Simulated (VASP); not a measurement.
The system is YMg6Mn.

```
Y Mn Mg
1.0
     5.05890    0.00000    0.00000
     0.00000    3.23657    5.62966
     0.00000   -3.23657    5.62966
Y Mn Mg
1 1 6
Direct
  0.50000 0.67398 0.67398
  0.00000 0.83322 0.83322
  0.50000 0.16305 0.16305
  0.50000 0.15745 0.67806
  0.50000 0.67806 0.15745
  0.00000 0.33372 0.33372
  0.00000 0.32532 0.83518
  0.00000 0.83518 0.32532
```

The cell comes from a database or a generator and needn't be the stable form of this composition.

| Quantity | Value |
| --- | --- |
| Program | VASP 6.6.1 |
| Task | single point |
| Functional | PBE |
| Potentials or basis | VASP PAW PBE potentials, release 64 (Y_sv, Mn_pv, Mg) |
| Cutoff | 520 eV |
| k mesh | 5 × 5 × 5 |
| Occupations | fermi-dirac, width 0.05 eV |
| Spin | collinear spin, ferromagnetic start |
| Starting moments | [0.0, 4.0, 0.0, 0.0, 0.0, 0.0, 0.0, 0.0] μB |

On this cell: pressure -0.1 GPa; largest force 0.068 eV/Å; net moment 3.57 μB per cell; site moments Y -0.12; Mn +3.77; Mg +0.01, -0.01 μB; band gap on the k mesh none (metal or under the smearing width).

The same run follows on a disturbed copy (atoms moved at random, drawn with an rms of 0.05 Å):

```
Y Mn Mg
1.0
     5.05890    0.00000    0.00000
     0.00000    3.23657    5.62966
     0.00000   -3.23657    5.62966
Y Mn Mg
1 1 6
Direct
  0.50426 0.68015 0.67178
  0.99851 0.82549 0.83240
  0.51091 0.15936 0.16388
  0.50679 0.15138 0.67802
  0.49385 0.67263 0.15267
  0.00404 0.33485 0.33066
  0.01387 0.32866 0.83466
  0.00359 0.83755 0.31885
```

Problem. What does the disturbed cell give?

Solution. The energy (extrapolated to zero smearing) moves by +3.8 meV/atom; pressure -0.1 GPa; largest force 0.358 eV/Å; net moment 3.53 μB per cell; site moments Y -0.12; Mn +3.74; Mg +0.01, -0.01 μB; band gap on the k mesh none (metal or under the smearing width).

Forces on the atoms (eV/Å):
```
Y    0.039 -0.135 -0.329
Mn   0.064  0.047  0.066
Mg  -0.063  0.135 -0.019
Mg  -0.001  0.100  0.269
Mg   0.117 -0.046  0.246
Mg  -0.010 -0.063 -0.033
Mg  -0.141  0.010 -0.119
Mg  -0.005 -0.046 -0.081
```

Stress tensor (GPa, compression positive):
```
-0.41  0.15  0.08
 0.15 -0.03 -0.01
 0.08 -0.01  0.18
```
